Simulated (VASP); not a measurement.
Runs of VASP 6.6.1 on BAs. It takes space group F-43m (No. 216, cubic). Conventional cell: a = 4.777 Å, b = 4.777 Å, c = 4.777 Å, α = 90.00°, β = 90.00°, γ = 90.00°. B (site symmetry -43m) is surrounded by 4 As at 2.07 Å. As (site symmetry -43m) has 4 B at 2.07 Å as nearest neighbours. 

```csv
k mesh,cutoff (eV),mesh quality,gap on the mesh (eV),pressure (GPa)
10 × 10 × 10,520,not flagged,1.18,3.4
6 × 6 × 6,520,not flagged,1.27,3.5
8 × 8 × 8,700,not flagged,1.19,3.4
8 × 8 × 8,520,not flagged,1.19,3.4
16 × 16 × 16,520,not flagged,1.19,3.4
4 × 4 × 4,520,coarse,1.41,(a)
8 × 8 × 8,450,not flagged,1.19,3.4
12 × 12 × 12,520,not flagged,1.18,3.4
```

Alike in all rows: task single point; level PBE; potentials or basis VASP PAW PBE potentials, release 64 (B, As); no spin polarisation; cell as given; smearing gaussian 0.02 eV.

Problem. Fill in the values left out.

Solution. (a) 4.0.

Caveats: some runs use coarse meshes.

A k mesh can miss the band edges, and the runs leave out spin-orbit coupling on As.

Not every run made on this cell is shown here.
